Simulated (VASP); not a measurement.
Level of theory: PBEsol GGA, VASP's PBE PAW potentials (set 64) (plane waves; VASP).

The input files of a VASP run:

INCAR:
```
! general
SYSTEM =CdSe
PREC   =Accurate
ENCUT  =500
LREAL  =F
LASPH  =T

! electronic loop
EDIFF  =1E-6
NELM   =100
ALGO   =Normal
LMAXMIX=4

! smearing
ISMEAR =0
SIGMA  =0.05

! functional
GGA    =PS

! ions
IBRION =2
NSW    =40
ISIF   =3
EDIFFG =-0.02

! output
LWAVE  =F
LCHARG =F
```

File KPOINTS:
```
Automatic mesh
0
gamma
6 6 3
0 0 0
```

File POSCAR:
```
CdSe
1.0
  4.3104506705   0.0000000000   0.0000000000
 -2.1552253353   3.7329593439   0.0000000000
  0.0000000000   0.0000000000   7.0398993021
Cd Se
2 2
Cart
 -0.0000021553   2.4886408069   7.0383404642
  2.1552274905   1.2443185370   3.5183908132
 -0.0000021553   2.4886408069   2.6415210762
  2.1552274905   1.2443185370   6.1614707272
```

POTCAR, in this order: Cd Se (PBE.64 set). Program: vasp_std.

Q: What will the output report for the number of irreducible k-points (NKPTS), largest plane-wave count, number of space-group operations, FFT grid (NGX, NGY, NGZ)?

A: 
| Property | Result |
|---|---|
| number of irreducible k-points (NKPTS) | 14 |
| largest plane-wave count | 2890 |
| number of space-group operations | 12 |
| FFT grid (NGX, NGY, NGZ) | 32 × 32 × 54 |

The structure was generated: CdSe was put into the wurtzite type (P6_3mc), which need not be its known phase. It was relaxed first.
